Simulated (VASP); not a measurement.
VASP input:

**POSCAR**
```
ErTe
3.03150
  0.0000000000   1.0000000000   1.0000000000
  1.0000000000   0.0000000000   1.0000000000
  1.0000000000   1.0000000000   0.0000000000
Er Te
1 1
Cart
  0.0000000000   0.0000000000   0.0000000000
  1.0000000000   1.0000000000   1.0000000000
```

**KPOINTS**
```
K-points
0
Gamma
 9 9 9
0 0 0
```

### INCAR
```
LMAXMIX = 6   ! l cut-off of mixed one-centre charges
NELM = 100
LORBIT = 11
PREC = Accurate
LASPH = T
ALGO = Normal   ! blocked Davidson
SYSTEM = ErTe
GGA = PS   ! PBEsol
ISMEAR = -1
MAGMOM = 3.0 0.0
ISPIN = 2
EDIFF = 1E-6   ! SCF stop (eV)
LWAVE = F
LCHARG = F
LREAL = F
ENCUT = 300   ! plane-wave cut-off (eV)
ISIF = 2   ! forces and stress, cell fixed
SIGMA = 0.1
```

POTCAR, in this order: Er Te (PBE.64 set). Program: vasp_std.

### Question
Translate this PBEsol calculation to Ansatz.

### Answer
One equivalent input (not run):
Ansatz 0.2 input:
```yaml
crystal:
  lattice:
    - [0.0000000, 3.0315000, 3.0315000]
    - [3.0315000, 0.0000000, 3.0315000]
    - [3.0315000, 3.0315000, 0.0000000]
  atoms:
    - { symbol: Er, position: [0.0000000, 0.0000000, 0.0000000], spin: 3 }
    - { symbol: Te, position: [0.5000000, 0.5000000, 0.5000000] }
kpoints:
  mp_grid: { grid: [9, 9, 9] }
hamiltonian:
  xc: pbesol
  pseudopotentials: { kind: paw }
magnetization: { spin_polarized: true }
scf:
  occupations: { method: fermi_dirac, width: 0.1 }
  max_iter: 100
output: { forces: true, stress: true, eigenvalues: true }
```
Limits of the translation: each code has its own PAW files, so the cut-off isn't converted (ENCUT is set for VASP's; basis.ecutwfc is left out, and Ansatz then takes the one that its files recommend); Ansatz stops its SCF on the density residual and VASP on the energy change (EDIFF).

The structure comes from a measured ErTe entry of the Crystallography Open Database, whose conditions weren't checked. The cell was not relaxed at this level.
